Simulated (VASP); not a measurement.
Given:

```
CuF
1.0
    2.49753     0.00000     0.00000
   -1.24876     2.16292     0.00000
    0.00000     0.00000     6.39195
Cu F
2 2
Cartesian
  0.00000   0.00000   0.00000
  0.00000   0.00000   3.19597
  0.00000   1.44195   1.59799
  1.24877   0.72097   4.79396
```

Calculation: PBEsol GGA, VASP's PBE PAW potentials (set 64) (plane waves; VASP 6.6.1). Run with 620 eV cut-off, 14×14×5 Γ-centred mesh, first-order Methfessel-Paxton smearing of 0.10 eV, potentials Cu F.

Q: What does the run give for the energy per atom (σ→0), pressure, band gap (on the k-mesh) with the smallest direct gap where there is one?

A: 
The band gap (on the k-mesh) is none (metal, semimetal or under 0.01 eV) and the energy per atom (σ→0) comes out as -3.766 eV/atom. The pressure is 30.24 GPa.

Only differences to runs with the same potentials and settings are physical.

The structure was generated: CuF was put into the NiAs type type (P6_3/mmc), which need not be its known phase. It was relaxed first under an external pressure of 30 GPa.
